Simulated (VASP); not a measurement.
VASP input:

### POSCAR
```
CoP
1
    3.7305440000     0.0000000000     0.0000000000
   -1.8652720000     3.2307460000     0.0000000000
    0.0000000000     0.0000000000     6.1097700000
Co P
2 2
Direct
  0.6666670000   0.3333330000   0.0000000000
  0.3333330000   0.6666670000   0.5000000000
  0.6666670000   0.3333330000   0.6252000000
  0.3333330000   0.6666670000   0.1252000000
```

**KPOINTS**
```
Automatic mesh
0
Gamma
5 5 3
0 0 0
```

### INCAR
```
SYSTEM = CoP
PREC = Accurate
ENCUT = 400
EDIFF = 1E-6
NELM = 100
ALGO = Normal
LREAL = .FALSE.
LASPH = .TRUE.
ISMEAR = 0
SIGMA = 0.05
GGA = PE
LMAXMIX = 4
ISPIN = 2
MAGMOM = 3.0 3.0 0.0 0.0
LORBIT = 10
LWAVE = .FALSE.
LCHARG = .FALSE.
ISIF = 2
NBANDS = 13
```

POTCAR, in this order: Co P (PBE.64 set). Program: vasp_std.

Output of the run:

File standard output:
```
 POSCAR found type information on POSCAR CoP
 POSCAR found :  2 types and       4 ions
 Reading from existing POTCAR
 Reading from existing POTCAR
 LDA part: xc-table for (Slater+PW92), standard interpolation

 -----------------------------------------------------------------------------
|                                                                             |
|     EEEEEEE  RRRRRR   RRRRRR   OOOOOOO  RRRRRR      ###     ###     ###     |
|     E        R     R  R     R  O     O  R     R     ###     ###     ###     |
|     E        R     R  R     R  O     O  R     R     ###     ###     ###     |
|     EEEEE    RRRRRR   RRRRRR   O     O  RRRRRR       #       #       #      |
|     E        R   R    R   R    O     O  R   R                               |
|     E        R    R   R    R   O     O  R    R      ###     ###     ###     |
|     EEEEEEE  R     R  R     R  OOOOOOO  R     R     ###     ###     ###     |
|                                                                             |
|     The number of bands is not sufficient to hold all electrons. I am       |
|     sorry, but this calculation does not make sense. If you want to         |
|     calculate only selected states, you need to set either EFERMI or        |
|     EREF. EREF specifies around which energy states are supposed to be      |
|     calculated.                                                             |
|     I found NBANDS = 13, NELECT = 28.                                       |
|                                                                             |
|       ---->  I REFUSE TO CONTINUE WITH THIS SICK JOB ... BYE!!! <----       |
|                                                                             |
 -----------------------------------------------------------------------------
```

Question: Read the log: what went wrong, and how is it fixed?

Answer: The cause: NBANDS is too small to hold all electrons. VASP stops with an error: The number of bands is not sufficient to hold all electrons. I am sorry, but this calculation does not make sense. If you want to calculate only selected states, you need to set either EFERMI or EREF. EREF specifies around which energy states are supposed to be calculated. I found NBANDS = 13, NELECT = 28. ----> I REFUSE TO CONTINUE WITH THIS SICK JOB ... BYE!!! <---- To mend it, remove NBANDS.

The mended run (PBE GGA, plane waves, VASP's PBE PAW potentials (set 64)) converges, and its OSZICAR ends with
```
   1 F= -.24726690E+02 E0= -.24724352E+02  d E =-.467492E-02  mag=     0.0005
```

The structure was generated: CoP was put into the wurtzite type (P6_3mc), which need not be its known phase. The cell was not relaxed at this level.
